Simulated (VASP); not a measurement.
All values below come from r2SCAN meta-GGA, VASP's PBE PAW potentials (set 64) (plane waves; VASP 6.6.1).

The input files of a VASP run:

File POSCAR:
```
LaP
1.0
  3.5215659655   0.0000000000   0.0000000000
  0.0000000000   3.5215659655   0.0000000000
  0.0000000000   0.0000000000   3.5215659655
La P
1 1
Cart
  0.0000000000   0.0000000000   0.0000000000
  1.7607829827   1.7607829827   1.7607829827
```

### INCAR
```
SYSTEM = LaP
PREC = Accurate; ENCUT = 480; LREAL = .FALSE.
LASPH = .TRUE.
EDIFF = 1E-7; NELM = 100; ALGO = Normal
LMAXMIX = 6; LMIXTAU = .TRUE.
ISMEAR = 1; SIGMA = 0.1
METAGGA = R2SCAN
IBRION = 2; NSW = 40; ISIF = 3
EDIFFG = -0.01; PSTRESS = 100
LWAVE = .FALSE.; LCHARG = .FALSE.
```

KPOINTS:
```
Automatic mesh
0
gamma
10 10 10
```

POTCAR, in this order: La P (PBE.64 set). Program: vasp_std.

What will the output report for the number of irreducible k-points (NKPTS), number of bands (NBANDS), largest plane-wave count, number of space-group operations, FFT grid (NGX, NGY, NGZ)?

```yaml
number of irreducible k-points (NKPTS): 56
number of bands (NBANDS): 12
largest_plane_wave_count: 1064
number_of_space_group_operations: 48
FFT grid (NGX, NGY, NGZ): 28 × 28 × 28
```

The structure was generated: LaP was put into the CsCl type (Pm-3m), which need not be its known phase. It was relaxed first under an external pressure of 10 GPa.
